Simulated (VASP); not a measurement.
**NiMoIrPdW under changes of volume**

One of the cells (16.454 Å³/atom); the others are scaled copies at fixed shape and fractional positions:

```xyz
5
Lattice="4.1742 0.0000 0.0000 -2.0871 3.6149 0.0000 0.0000 0.0000 5.4522" Properties=species:S:1:pos:R:3 pbc="T T T"
Ni    0.0000    0.0000    0.1211
Mo    2.0871    1.2050    2.5078
Pd    0.0000    2.4100    4.0674
Ir    0.0000    2.4100    1.3980
W     2.0871    1.2050    5.4513
```

The cell was built by a generator and needn't be a form met in nature.

```yaml
Program: VASP 6.6.1
Functional: PBE
Potentials_or_basis: VASP PAW PBE potentials, release 64 (Ni, Mo_sv, Pd, Ir, W_sv)
Cutoff: 520 eV
k_mesh: 7 × 7 × 5
Occupations: fermi-dirac, width 0.05 eV
Spin: collinear spin, ferromagnetic start
Starting_moments: "[1.0, 1.0, 0.0, 0.6, 0.0] μB"
```

| volume (Å³/atom) | energy over the lowest point (meV/atom) | pressure (GPa) | largest force (eV/Å) |
| --- | --- | --- | --- |
| 15.163 | 44.04 | 16.5 | 1.047 |
| 15.486 | 16.94 | 10.4 | 0.740 |
| 15.809 | 1.38 | 5.0 | 0.456 |
| 16.454 | 0.00 | -4.1 | 0.074 |
| 16.777 | 12.07 | -7.9 | 0.279 |
| 17.099 | ? | ? | ? |

Question: What does the run at 17.099 Å³/atom give?

Answer: Energy over the lowest point 31.41 meV/atom; pressure -11.3 GPa; largest force 0.489 eV/Å.

Worked out: A Birch-Murnaghan fit of order 3 (a polynomial in V^(-2/3)) to the other rows has its minimum at 16.15 Å³/atom with B0 = V·E''(V) = 226 GPa and B' = 4.7 at fixed shape and positions, which overstates the stiffness. It gives 31.38 meV/atom at 17.099 Å³/atom, against the run's 31.41, and -dE/dV = -11.3 GPa, against -11.3.

Energies are extrapolated to zero smearing.

Caveats: forces of over 1 eV/Å show positions far from the minimum, so gaps and moduli don't describe the material at rest (some runs).
